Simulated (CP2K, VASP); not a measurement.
An input for CP2K (PBEsol, GPW, DZVP-MOLOPT-SR-GTH basis, GTH-PBE potentials (GTH_POTENTIALS)):

```
&GLOBAL
  PROJECT run
  RUN_TYPE CELL_OPT
  PRINT_LEVEL LOW
&END GLOBAL
&FORCE_EVAL
  METHOD Quickstep
  STRESS_TENSOR ANALYTICAL
  &DFT
    BASIS_SET_FILE_NAME BASIS_MOLOPT
    POTENTIAL_FILE_NAME GTH_POTENTIALS
    &QS
      METHOD GPW
      EPS_DEFAULT 1E-10
      EXTRAPOLATION USE_GUESS
    &END QS
    &MGRID
      CUTOFF 400
      REL_CUTOFF 50
      NGRIDS 4
    &END MGRID
    &SCF
      SCF_GUESS ATOMIC
      EPS_SCF 1E-7
      MAX_SCF 100
      ADDED_MOS 7
      &DIAGONALIZATION
        ALGORITHM STANDARD
      &END DIAGONALIZATION
      &MIXING
        METHOD BROYDEN_MIXING
        ALPHA 0.3
        NBUFFER 12
      &END MIXING
    &END SCF
    &KPOINTS
      SCHEME MONKHORST-PACK 4 4 1
      GAMMA_CENTERED T
    &END KPOINTS
    &XC
      &XC_FUNCTIONAL
        &PBE
          PARAMETRIZATION PBESOL
        &END PBE
      &END XC_FUNCTIONAL
    &END XC
    &PRINT
      &MO
        EIGENVALUES T
        OCCUPATION_NUMBERS T
        NDIGITS 8
        FILENAME mo
        &EACH
          QS_SCF 0
        &END EACH
        ADD_LAST NUMERIC
      &END MO
      &MULLIKEN OFF
      &END MULLIKEN
    &END PRINT
  &END DFT
  &SUBSYS
    &CELL
      A 4.61784000 0.00000000 0.00000000
      B -2.30892000 3.99916700 0.00000000
      C 0.00000000 0.00000000 14.55123000
      PERIODIC XYZ
    &END CELL
    &COORD
      Pb       2.30892231     1.33305433     7.27707012
      Pb      -0.00000231     2.66611267     0.00145512
      I        2.30892231     1.33305433    12.67921426
      I       -0.00000231     2.66611267     5.40359926
      I        0.00000000     0.00000000     1.87056062
      I        0.00000000     0.00000000     9.14617562
    &END COORD
    &KIND Pb
      BASIS_SET DZVP-MOLOPT-SR-GTH-q4
      POTENTIAL GTH-PBE-q4
    &END KIND
    &KIND I
      BASIS_SET DZVP-MOLOPT-SR-GTH-q7
      POTENTIAL GTH-PBE-q7
    &END KIND
  &END SUBSYS
  &PRINT
    &FORCES ON
    &END FORCES
    &STRESS_TENSOR ON
    &END STRESS_TENSOR
  &END PRINT
&END FORCE_EVAL
&MOTION
  &CELL_OPT
    OPTIMIZER BFGS
    MAX_ITER 60
    MAX_FORCE 4E-4
    RMS_FORCE 3E-4
    EXTERNAL_PRESSURE [GPa] 0
    PRESSURE_TOLERANCE [bar] 200
  &END CELL_OPT
  &PRINT
    &CELL ON
    &END CELL
    &RESTART OFF
    &END RESTART
    &RESTART_HISTORY OFF
    &END RESTART_HISTORY
  &END PRINT
&END MOTION
```

Task: Translate it to VASP.

Result: One set of files that does it:

INCAR:
```
SYSTEM = PbI2
PREC = Accurate; ENCUT = 300; LREAL = .FALSE.
LASPH = .TRUE.
EDIFF = 1E-6; NELM = 100; ALGO = Normal
LMAXMIX = 4
ISMEAR = 0; SIGMA = 0.01
GGA = PS
IBRION = 2; NSW = 50; ISIF = 3
EDIFFG = -0.01
LWAVE = .FALSE.; LCHARG = .FALSE.
```

POSCAR:
```
PbI2
1.0
  4.6178400000   0.0000000000   0.0000000000
 -2.3089200000   3.9991670000   0.0000000000
  0.0000000000   0.0000000000  14.5512300000
Pb I
2 4
Cartesian
  2.3089223089   1.3330543336   7.2770701230
 -0.0000023089   2.6661126664   0.0014551230
  2.3089223089   1.3330543336  12.6792142605
 -0.0000023089   2.6661126664   5.4035992605
  0.0000000000   0.0000000000   1.8705606165
  0.0000000000   0.0000000000   9.1461756165
```

### KPOINTS
```
Automatic mesh
0
Gamma
4 4 1
0 0 0
```

POTCAR, in this order: Pb_d I (PBE.64 set). Program: vasp_std.

The two runs describe the same crystal, functional and task. Each code takes its own potentials, basis and convergence tests.

Fixed occupations appear in VASP as a very narrow Gaussian smearing.

The structure comes from a computed database's PbI2 entry (P6_3mc); how it stands against other phases isn't given here.
